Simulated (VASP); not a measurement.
# Be12Ga in VASP: a series of runs, part 2 of 2

VASP 6.6.1. The steps go on from the part before.

## 4. Single point, PBE

Contents of INCAR:

```
SYSTEM = Be12Ga
PREC = Accurate
ENCUT = 520
EDIFF = 1E-7
ISMEAR = -1
SIGMA = 0.1
LREAL = .FALSE.
LASPH = .TRUE.
NELM = 100
ALGO = Fast
ISIF = 2
LWAVE = .FALSE.
LCHARG = .FALSE.
GGA = PE
NBANDS = 30
```

Contents of KPOINTS:

```
regular mesh
0
G
  6 6 1
  0 0 0
```

Contents of POSCAR:

```
Be12Ga
1.0
    4.5800000000      0.0000000000      0.0000000000
    2.2900000000      3.9663960000      0.0000000000
    0.0000000000      0.0000000000     14.5884300000
Be Ga
12 1
Direct
    0.0000000000      0.0000000000      0.0685474722
    0.5000000000      0.0000000000      0.0685474722
    0.0000000000      0.5000000000      0.0685474722
    0.5000000000      0.5000000000      0.0685474722
   -0.1666869083      0.3332965241      0.1940917563
    0.3342816451      0.3314729543      0.1936342019
   -0.1685657765      0.8343092823      0.1936545605
    0.3342779598      0.8342838184      0.1936802658
   -0.0010322975      0.0021558614      0.3173892598
    0.4999080323      0.0002158130      0.3241398835
   -0.0012477379      0.4992426374      0.3172908942
    0.5019374180      0.4992116269      0.3173759616
    0.1653085228      0.6667523868      0.4700583270
```

Potentials or basis: VASP PAW PBE potentials, release 64 (Be, Ga_d).

Started as:

```console
$ cat potpaw_PBE.64/Be/POTCAR potpaw_PBE.64/Ga_d/POTCAR > POTCAR
$ mpirun -np 1 vasp_std > vasp.out
```

OUTCAR:

```text
SYSTEM = Be12Ga
   PREC = Accurate
   ENCUT = 520
   EDIFF = 1E-7
   ISMEAR = -1
   LREAL = .FALSE.
   LASPH = .TRUE.
   NELM = 100
   ISIF = 2
   GGA = PE

 ion  position               nearest neighbor table
   1  0.000  0.000  0.069-   7 2.26   8 2.26   5 2.26   3 2.29   3 2.29   4 2.29   4 2.29   2 2.29
                             2 2.29
   2  0.500  0.000  0.069-   6 2.25   7 2.25   8 2.25   4 2.29   3 2.29   4 2.29   3 2.29   1 2.29
                             1 2.29
   3  0.000  0.500  0.069-   6 2.26   7 2.26   5 2.26   1 2.29   1 2.29   2 2.29   2 2.29   4 2.29
                             4 2.29
   4  0.500  0.500  0.069-   6 2.26   8 2.26   5 2.26   2 2.29   1 2.29   2 2.29   1 2.29   3 2.29
                             3 2.29
   5  0.833  0.333  0.194-  11 2.23   9 2.23  12 2.23   1 2.26   4 2.26   3 2.26   7 2.29   6 2.29
                             8 2.29   8 2.29   6 2.29   7 2.29
   6  0.334  0.331  0.194-  11 2.24  12 2.24   2 2.25   4 2.26   3 2.26   7 2.28   8 2.28   5 2.29
                             5 2.29   8 2.30   7 2.30  10 2.31
   7  0.831  0.834  0.194-  11 2.24   9 2.24   2 2.25   1 2.26   3 2.26   6 2.28   8 2.28   5 2.29
                             5 2.29   8 2.30   6 2.30  10 2.31
   8  0.334  0.834  0.194-  12 2.24   9 2.24   2 2.25   1 2.26   4 2.26   7 2.28   6 2.28   5 2.29
                             5 2.29   6 2.30   7 2.30  10 2.31
   9  0.999  0.002  0.317-   5 2.23   8 2.24   7 2.24  11 2.28  12 2.28  10 2.29  10 2.29  12 2.30
                            11 2.30  13 2.59
  10  0.500  0.000  0.324-  11 2.29   9 2.29  12 2.29  12 2.29   9 2.29  11 2.29   6 2.31   8 2.31
                             7 2.31
  11  0.999  0.499  0.317-   5 2.23   7 2.24   6 2.24  12 2.28   9 2.28  10 2.29  10 2.29   9 2.30
                            12 2.30  13 2.59
  12  0.502  0.499  0.317-   5 2.23   8 2.24   6 2.24  11 2.28   9 2.28  10 2.29  10 2.29   9 2.30
                            11 2.30  13 2.60
  13  0.165  0.667  0.470-  11 2.59   9 2.59  12 2.60

  LATTYP: Found a hexagonal cell.
 ALAT       =     4.5799996975
 C/A-ratio  =     3.1852469353

  Lattice vectors:
[... 182 lines left out ...]
  volume of cell :      265.01
 maximum number of plane-waves:      7165
 NGX is ok and might be reduce to    36
   NGX = 17   NGY = 17   NGZ = 55

 number of electron      36.9999981 magnetization

 Free energy of the ion-electron system (eV)
  ---------------------------------------------------
  ext. energy  EPLUGINS =         0.00000000
  ---------------------------------------------------
  free energy    TOTEN  =       -44.14509014 eV

  energy without entropy =      -44.03934644  energy(sigma->0) =      -44.09221829

 E-fermi :   0.0421     XC(G=0):  -6.2038

 val. band max:       -0.1505689153   @ k =   0.0000   0.3333   0.0000
 cond. band min:       0.0811151285   @ k =   0.5000   0.1667   0.0000
 fundamental gap:      0.2316840439
 Fermi energy:         0.0420621025

 k-point     1 :       0.0000    0.0000    0.0000
  band No.  band energies     occupation
      1     -14.5141      2.00000
      2     -14.5141      2.00000
      3     -14.4662      2.00000
      4     -14.4659      2.00000
      5     -14.4534      2.00000
      6      -9.6060      2.00000
[... 649 lines left out ...]
     29       6.2760      0.00000
     30       6.9699      0.00000

------------------------ aborting loop because EDIFF is reached ----------------------------------------

  FORCE on cell =-STRESS in cart. coord.  units (eV):
  Direction    XX          YY          ZZ          XY          YZ          ZX
  --------------------------------------------------------------------------------------
  -------------------------------------------------------------------------------------
  Total       -9.2591962     -9.2485339      0.0579601      0.0019439     -0.0140610      0.0011381
  in kB      -55.9775341    -55.9130738      0.3504045      0.0117522     -0.0850077      0.0068804
  external PRESSURE =     -37.1800678 kB  Pullay stress =       0.0000000 kB

 VOLUME and BASIS-vectors are now :
 -----------------------------------------------------------------------------
  energy-cutoff  :      520.00
  volume of cell :      265.01
      direct lattice vectors                 reciprocal lattice vectors
     4.580000000  0.000000000  0.000000000     0.218340611 -0.126059022  0.000000000
     2.290000000  3.966396000  0.000000000     0.000000000  0.252118044  0.000000000
     0.000000000  0.000000000 14.588430000     0.000000000  0.000000000  0.068547472

 POSITION                                       TOTAL-FORCE (eV/Angst)
 -----------------------------------------------------------------------------------
      0.00000      0.00000      1.00000         0.000761      0.107108     -0.008587
      2.29000      0.00000      1.00000        -0.000711     -0.000208      0.006616
      1.14500      1.98320      1.00000        -0.093171     -0.053436     -0.009813
      3.43500      1.98320      1.00000         0.093224     -0.052543     -0.008584
      4.57982      1.32199      2.83149        -0.000051      0.001889     -0.001659
      2.29008      1.31475      2.82482        -0.000165      0.001416      0.003014
      5.71854      3.30920      2.82512         0.000723      0.000928     -0.000713
      3.44150      3.30910      2.82549        -0.000261      0.000760     -0.000833
      4.58021      0.00855      4.63021        -0.001246      0.003485      0.000834
      2.29007      0.00086      4.72869        -0.000213     -0.000331      0.002914
      5.71755      1.98019      4.62878         0.001566     -0.005305      0.004411
      3.44207      1.98007      4.63002        -0.000359     -0.003046      0.004912
      2.28398      2.64460      6.85741        -0.000098     -0.000718      0.007490
 -----------------------------------------------------------------------------------
    total drift:                               -0.000583      0.000023      0.000015

  FREE ENERGIE OF THE ION-ELECTRON SYSTEM (eV)
  ---------------------------------------------------
  free  energy   TOTEN  =       -44.1450901417 eV

  energy  without entropy=      -44.0393464401  energy(sigma->0) =      -44.09221829
```

OSZICAR:

```text
N       E                     dE             d eps       ncg     rms          rms(c)
DAV:   1     0.160237308378E+03    0.16024E+03   -0.14013E+04  1200   0.105E+03
DAV:   2    -0.313700196528E+02   -0.19161E+03   -0.18119E+03  1396   0.241E+02
DAV:   3    -0.487506761573E+02   -0.17381E+02   -0.17044E+02  1550   0.767E+01
[... 12 lines left out ...]
RMM:  16    -0.441450874589E+02   -0.11698E-04   -0.26837E-05  1956   0.220E-02    0.233E-03
RMM:  17    -0.441450895708E+02   -0.21119E-05   -0.64056E-06  1705   0.111E-02    0.716E-04
RMM:  18    -0.441450899944E+02   -0.42364E-06   -0.14996E-06  1513   0.497E-03    0.308E-04
RMM:  19    -0.441450901331E+02   -0.13870E-06   -0.24813E-07  1333   0.282E-03    0.131E-04
RMM:  20    -0.441450901417E+02   -0.85211E-08   -0.72184E-08  1251   0.163E-03
   1 F= -.44145090E+02 E0= -.44092218E+02  d E =-.105744E+00
```

Wall time 3.8 min (1 thread of AMD EPYC 9R45 (Zen 5), shared host); peak memory 0.37 GiB.

What came out:

```
Free energy            : -44.1451 eV
Largest force          : 0.108 eV/Å
Band gap on the k mesh : none (metal or under the smearing width)
```

Forces in eV/Å, atoms in the order of the input:
```
Be   0.001  0.107 -0.009
Be  -0.001  0.000  0.007
Be  -0.093 -0.053 -0.010
Be   0.093 -0.053 -0.009
Be   0.000  0.002 -0.002
Be   0.000  0.001  0.003
Be   0.001  0.001 -0.001
Be   0.000  0.001 -0.001
Be  -0.001  0.003  0.001
Be   0.000  0.000  0.003
Be   0.002 -0.005  0.004
Be   0.000 -0.003  0.005
Ga   0.000 -0.001  0.007
```

Levels at points of the mesh, in eV from the Fermi level:
```csv
k point,band 16,band 17,band 18,band 19,band 20,band 21
"(0.00, 0.00, 0.00)",-1.77,-1.77,-1.77,-1.29,2.12,2.13
"(0.50, 0.00, 0.00)",-1.52,-0.37,0.14,0.27,0.46,2.44
"(0.50, 0.50, 0.00)",-1.52,-0.37,0.14,0.27,0.46,2.43
"(0.00, 0.50, 0.00)",-1.52,-0.37,0.14,0.27,0.46,2.44
```

## 5. Single point, PBE

Contents of INCAR:

```
ALGO     = Fast           # electronic algorithm
EDIFF    = 1E-7           # SCF threshold, eV
ENCUT    = 520            # plane-wave cutoff, eV
GGA      = PE             # functional
ISIF     = 2              # what is computed and relaxed
ISMEAR   = -1             # smearing method
LASPH    = True           # aspherical terms in the spheres
LCHARG   = False          # write CHGCAR
LREAL    = False          # projectors in reciprocal space
LWAVE    = False          # write WAVECAR
NBANDS   = 30             # bands
NELM     = 60             # most SCF steps
PREC     = Accurate       # precision mode
SIGMA    = 0.1            # smearing width, eV
```

Contents of KPOINTS:

```
k-points
0
Gamma
  6 6 1
```

Contents of POSCAR:

```
Be12Ga
1.0
    4.5800000000      0.0000000000      0.0000000000
    2.2900000000      3.9663960000      0.0000000000
    0.0000000000      0.0000000000     14.5884300000
Be Ga
12 1
Direct
    0.0000000000      0.0000000000      0.0685474722
    0.5000000000      0.0000000000      0.0685474722
    0.0000000000      0.5000000000      0.0685474722
    0.5000000000      0.5000000000      0.0685474722
   -0.1641722511      0.3326523625      0.1942716934
    0.3334297004      0.3315541363      0.1937171443
   -0.1683019796      0.8341065794      0.1946489787
    0.3336214305      0.8350217679      0.1934319869
   -0.0005079995      0.0011705841      0.3187009157
    0.4999876961      0.0000940400      0.3241418028
   -0.0000662744      0.5000897540      0.3196658585
    0.5037595019      0.4981958433      0.3154314069
    0.2360787017      0.6482570071      0.4707782811
```

Potentials or basis: VASP PAW PBE potentials, release 64 (Be, Ga_d).

Started as:

```console
$ cat potpaw_PBE.64/Be/POTCAR potpaw_PBE.64/Ga_d/POTCAR > POTCAR
$ mpirun -np 1 vasp_std > vasp.out
```

OUTCAR:

```text
EDIFF = 1E-7
   ENCUT = 520
   GGA = PE
   ISIF = 2
   ISMEAR = -1
   LASPH = True
   LREAL = False
   NELM = 60
   PREC = Accurate

 ion  position               nearest neighbor table
   1  0.000  0.000  0.069-   8 2.25   5 2.26   7 2.27   3 2.29   3 2.29   4 2.29   4 2.29   2 2.29
                             2 2.29
   2  0.500  0.000  0.069-   8 2.25   6 2.25   7 2.26   4 2.29   3 2.29   4 2.29   3 2.29   1 2.29
                             1 2.29
   3  0.000  0.500  0.069-   6 2.25   5 2.26   7 2.27   1 2.29   1 2.29   2 2.29   2 2.29   4 2.29
                             4 2.29
   4  0.500  0.500  0.069-   8 2.25   6 2.26   5 2.27   2 2.29   1 2.29   2 2.29   1 2.29   3 2.29
                             3 2.29
   5  0.836  0.333  0.194-  12 2.20   9 2.24  11 2.25   3 2.26   1 2.26   4 2.27   6 2.28   8 2.28
                             7 2.29   7 2.29   8 2.30   6 2.30
   6  0.333  0.332  0.194-  12 2.22   2 2.25   3 2.25   4 2.26  11 2.26   8 2.27   5 2.28   7 2.28
                             7 2.30   5 2.30   8 2.31  10 2.31
[... 884 lines left out ...]
------------------------ aborting loop because EDIFF is reached ----------------------------------------

  FORCE on cell =-STRESS in cart. coord.  units (eV):
  Direction    XX          YY          ZZ          XY          YZ          ZX
  --------------------------------------------------------------------------------------
  -------------------------------------------------------------------------------------
  Total       -9.2952855     -9.3282423     -0.0937648     -0.0763318      0.0164026     -0.0733675
  in kB      -56.1957159    -56.3949603     -0.5668660     -0.4614724      0.0991636     -0.4435519
  external PRESSURE =     -37.7191807 kB  Pullay stress =       0.0000000 kB

 VOLUME and BASIS-vectors are now :
 -----------------------------------------------------------------------------
  energy-cutoff  :      520.00
  volume of cell :      265.01
      direct lattice vectors                 reciprocal lattice vectors
     4.580000000  0.000000000  0.000000000     0.218340611 -0.126059022  0.000000000
     2.290000000  3.966396000  0.000000000     0.000000000  0.252118044  0.000000000
     0.000000000  0.000000000 14.588430000     0.000000000  0.000000000  0.068547472

 POSITION                                       TOTAL-FORCE (eV/Angst)
 -----------------------------------------------------------------------------------
      0.00000      0.00000      1.00000        -0.029965      0.099566      0.013149
      2.29000      0.00000      1.00000         0.033593     -0.005043      0.021201
      1.14500      1.98320      1.00000        -0.088054     -0.027736      0.025922
      3.43500      1.98320      1.00000         0.094994     -0.066451     -0.033198
      4.58987      1.31943      2.83412        -0.001809      0.000393      0.000433
      2.28637      1.31508      2.82603         0.001812     -0.000174     -0.003674
      5.71928      3.30840      2.83962        -0.000196     -0.000628     -0.008292
      3.44019      3.31203      2.82187         0.000932     -0.001990     -0.002816
      4.58035      0.00464      4.64935         0.003349      0.011376     -0.009040
      2.29016      0.00037      4.72872        -0.001036      0.000954      0.007664
      5.72490      1.98355      4.66342        -0.007546     -0.008893     -0.010719
      3.44809      1.97604      4.60165         0.009363     -0.005944     -0.006528
      2.56575      2.57124      6.86792        -0.015437      0.004571      0.005899
 -----------------------------------------------------------------------------------
    total drift:                               -0.000372     -0.000724      0.000217

  FREE ENERGIE OF THE ION-ELECTRON SYSTEM (eV)
  ---------------------------------------------------
  free  energy   TOTEN  =       -44.1425399729 eV

  energy  without entropy=      -44.0378874335  energy(sigma->0) =      -44.09021370
```

stdout:

```text
POSCAR found type information on POSCAR BeGa
 POSCAR found :  2 types and      13 ions
 scaLAPACK will be used
 LDA part: xc-table for (Slater+PW92), standard interpolation
 POSCAR, INCAR and KPOINTS ok, starting setup
 FFT: planning ... GRIDC
 FFT: planning ... GRID_SOFT
 FFT: planning ... GRID
 WAVECAR not read
 entering main loop
```

Wall time 3.8 min (1 thread of AMD EPYC 9R45 (Zen 5), shared host); peak memory 0.37 GiB.

What came out:

- Free energy: -44.1425 eV
- Largest force: 0.121 eV/Å
- Band gap on the k mesh: none (metal or under the smearing width)

Forces in eV/Å, atoms in the order of the input:
```
Be  -0.030  0.100  0.013
Be   0.034 -0.005  0.021
Be  -0.088 -0.028  0.026
Be   0.095 -0.066 -0.033
Be  -0.002  0.000  0.000
Be   0.002  0.000 -0.004
Be   0.000 -0.001 -0.008
Be   0.001 -0.002 -0.003
Be   0.003  0.011 -0.009
Be  -0.001  0.001  0.008
Be  -0.008 -0.009 -0.011
Be   0.009 -0.006 -0.007
Ga  -0.015  0.005  0.006
```

## 6. Single point, PBE

Contents of INCAR:

```
  PREC = Accurate
  ENCUT = 520
  EDIFF = 1E-6
  ISMEAR = -1
  SIGMA = 0.1
  LREAL = F
  LASPH = T
  NELM = 60
  ALGO = Fast
  ISIF = 2
  LWAVE = F
  LCHARG = F
  GGA = PE
  NBANDS = 30
```

Contents of KPOINTS:

```
regular mesh
0
Gamma
  6 6 1
```

Contents of POSCAR:

```
Be12Ga
1.0
    4.5800000000      0.0000000000      0.0000000000
    2.2900000000      3.9663960000      0.0000000000
    0.0000000000      0.0000000000     14.5884300000
Be Ga
12 1
Direct
    0.0000000000      0.0000000000      0.0685474722
    0.5000000000      0.0000000000      0.0685474722
    0.0000000000      0.5000000000      0.0685474722
    0.5000000000      0.5000000000      0.0685474722
   -0.1623529617      0.3320172771      0.1942496897
    0.3323581065      0.3314951407      0.1937298256
   -0.1679796675      0.8339038765      0.1954261699
    0.3328499665      0.8357463551      0.1932031754
   -0.0003614422      0.0005342381      0.3199777495
    0.4999620184     -0.0000262203      0.3236904177
    0.0002297769      0.5009570401      0.3216200784
    0.5043362827      0.4974684827      0.3137650864
    0.3042369655      0.6358863311      0.4717545342
```

Potentials or basis: VASP PAW PBE potentials, release 64 (Be, Ga_d).

Started as:

```console
$ cat potpaw_PBE.64/Be/POTCAR potpaw_PBE.64/Ga_d/POTCAR > POTCAR
$ mpirun -np 1 vasp_std > vasp.out
```

OUTCAR:

```text
PREC = Accurate
   ENCUT = 520
   EDIFF = 1E-6
   ISMEAR = -1
   LREAL = F
   LASPH = T
   NELM = 60
   ISIF = 2
   GGA = PE

 ion  position               nearest neighbor table
   1  0.000  0.000  0.069-   8 2.25   5 2.26   7 2.28   3 2.29   3 2.29   4 2.29   4 2.29   2 2.29
                             2 2.29
   2  0.500  0.000  0.069-   8 2.24   6 2.25   7 2.27   4 2.29   3 2.29   4 2.29   3 2.29   1 2.29
                             1 2.29
   3  0.000  0.500  0.069-   6 2.25   5 2.25   7 2.28   1 2.29   1 2.29   2 2.29   2 2.29   4 2.29
                             4 2.29
   4  0.500  0.500  0.069-   8 2.25   6 2.26   5 2.27   2 2.29   1 2.29   2 2.29   1 2.29   3 2.29
                             3 2.29
   5  0.838  0.332  0.194-  12 2.19   3 2.25   9 2.26   1 2.26   6 2.26   8 2.27   4 2.27  11 2.28
                             7 2.29   7 2.29   8 2.31   6 2.32
   6  0.332  0.331  0.194-  12 2.21   2 2.25   3 2.25   4 2.26   5 2.26   8 2.27   7 2.28  11 2.28
                             7 2.30  10 2.31   8 2.31   5 2.32
[... 885 lines left out ...]

  FORCE on cell =-STRESS in cart. coord.  units (eV):
  Direction    XX          YY          ZZ          XY          YZ          ZX
  --------------------------------------------------------------------------------------
  -------------------------------------------------------------------------------------
  Total       -9.3759645     -9.3820025     -0.1929605     -0.1005418      0.0350678     -0.0967341
  in kB      -56.6834703    -56.7199739     -1.1665651     -0.6078371      0.2120065     -0.5848172
  external PRESSURE =     -38.1900031 kB  Pullay stress =       0.0000000 kB

 VOLUME and BASIS-vectors are now :
 -----------------------------------------------------------------------------
  energy-cutoff  :      520.00
  volume of cell :      265.01
      direct lattice vectors                 reciprocal lattice vectors
     4.580000000  0.000000000  0.000000000     0.218340611 -0.126059022  0.000000000
     2.290000000  3.966396000  0.000000000     0.000000000  0.252118044  0.000000000
     0.000000000  0.000000000 14.588430000     0.000000000  0.000000000  0.068547472

 POSITION                                       TOTAL-FORCE (eV/Angst)
 -----------------------------------------------------------------------------------
      0.00000      0.00000      1.00000        -0.055028      0.083774      0.030164
      2.29000      0.00000      1.00000         0.058680      0.000463      0.034097
      1.14500      1.98320      1.00000        -0.069322     -0.007964      0.052163
      3.43500      1.98320      1.00000         0.077533     -0.077206     -0.059859
      4.59674      1.31691      2.83380        -0.003698      0.001200     -0.004781
      2.28132      1.31484      2.82621         0.005180      0.000892     -0.004968
      5.72029      3.30759      2.85096        -0.000378     -0.001466     -0.011022
      3.43831      3.31490      2.81853         0.001428     -0.005638     -0.006004
      4.57957      0.00212      4.66797         0.008692      0.010510     -0.011903
      4.57977      3.96629      4.72214        -0.003410      0.004075      0.008956
      1.14824      1.98699      4.69193        -0.002969     -0.013705     -0.012271
      3.44906      1.97316      4.57734         0.005262     -0.004025     -0.010995
      2.84959      2.52218      6.88216        -0.021970      0.009089     -0.003577
 -----------------------------------------------------------------------------------
    total drift:                               -0.000196     -0.000493     -0.001498

  FREE ENERGIE OF THE ION-ELECTRON SYSTEM (eV)
  ---------------------------------------------------
  free  energy   TOTEN  =       -44.1360760205 eV

  energy  without entropy=      -44.0331626734  energy(sigma->0) =      -44.08461935
```

Run time: 3.1 min. Hardware: 1 thread of AMD EPYC 9R45 (Zen 5), shared host; peak memory 0.37 GiB.

What came out:

* Free energy: -44.1361 eV
* Largest force: 0.125 eV/Å
* Band gap on the k mesh: none (metal or under the smearing width)

Forces on the atoms (eV/Å):
```
Be  -0.055  0.084  0.030
Be   0.059  0.000  0.034
Be  -0.069 -0.008  0.052
Be   0.078 -0.077 -0.060
Be  -0.004  0.001 -0.005
Be   0.005  0.001 -0.005
Be   0.000 -0.001 -0.011
Be   0.001 -0.006 -0.006
Be   0.009  0.011 -0.012
Be  -0.003  0.004  0.009
Be  -0.003 -0.014 -0.012
Be   0.005 -0.004 -0.011
Ga  -0.022  0.009 -0.004
```
